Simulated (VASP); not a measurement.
Crystal: Sr4Ti3NbO12.

```xyz
20
Lattice="-3.9464 3.9464 3.9464 3.9464 -3.9464 3.9464 3.9464 3.9464 -3.9464" Properties=species:S:1:pos:R:3 pbc="T T T"
Sr    1.9732    1.9732    1.9732
Sr    1.9732    1.9732   -1.9732
Sr    1.9732   -1.9732    1.9732
Sr   -1.9732    1.9732    1.9732
Nb    0.0000    0.0000    0.0000
Ti    0.0000    0.0000    3.9464
Ti    0.0000    3.9464    0.0000
Ti    3.9464    0.0000    0.0000
O     1.9732    0.0000    0.0000
O     1.9732    0.0000    3.9464
O     1.9732    3.9464    0.0000
O     5.9196    0.0000    0.0000
O     0.0000    1.9732    0.0000
O     0.0000    1.9732    3.9464
O     0.0000    5.9196    0.0000
O     3.9464    1.9732    0.0000
O     0.0000    0.0000    1.9732
O     0.0000    0.0000    5.9196
O     0.0000    3.9464    1.9732
O     3.9464    0.0000    1.9732
```

The cell was built by a generator and needn't be a form met in nature.

* Program: VASP 6.6.1
* Task: relaxation of cell and atoms
* Functional: LDA
* Potentials or basis: VASP PAW LDA potentials, release 64 (Sr_sv, Nb_sv, Ti_sv, O)
* Cutoff: 600 eV
* k mesh: 6 × 6 × 6
* Occupations: gaussian, width 0.03 eV
* Spin: no spin polarisation

At the start: pressure -7.3 GPa; volume 12.29 Å³/atom.

Q: How do energy, volume and symmetry change on relaxing?

A: Over 6 steps the energy falls by 11.9 meV/atom and the volume is 11.79 Å³/atom (-4.0 %); space group Im-3m (No. 229, to 0.05 Å).

Step by step:
| step | energy change (eV) | largest force (eV/Å) | pressure (GPa) | volume (Å³) |
| --- | --- | --- | --- | --- |
| 1 | 0.0000 | 0.1607 | -7.32 | 245.84 |
| 2 | 0.0311 | 0.2818 | 9.22 | 226.40 |
| 3 | -0.2333 | 0.2307 | 0.01 | 236.14 |
| 4 | -0.2332 | 0.2317 | 0.18 | 235.95 |
| 5 | -0.2345 | 0.1862 | 0.06 | 235.85 |
| 6 | -0.2371 | 0.0017 | 0.11 | 235.90 |

Final structure:
```
Sr Nb Ti O
1.0
    -3.89243    3.89243    3.89243
     3.89243   -3.89243    3.89243
     3.89243    3.89243   -3.89243
Sr Nb Ti O
4 1 3 12
Direct
  0.50000 0.50000 0.50000
  0.00000 0.00000 0.50000
  0.00000 0.50000 0.00000
  0.50000 0.00000 0.00000
  0.00000 0.00000 0.00000
  0.50000 0.50000 0.00000
  0.50000 0.00000 0.50000
  0.00000 0.50000 0.50000
  0.00000 0.25120 0.25120
  0.50000 0.75000 0.25000
  0.50000 0.25000 0.75000
  0.00000 0.74880 0.74880
  0.25120 0.00000 0.25120
  0.75000 0.50000 0.25000
  0.74880 0.00000 0.74880
  0.25000 0.50000 0.75000
  0.25120 0.25120 0.00000
  0.74880 0.74880 0.00000
  0.75000 0.25000 0.50000
  0.25000 0.75000 0.50000
```

Caveat: an odd number of electrons without spin polarisation forces a metal; a magnetic or distorted state may lie lower.
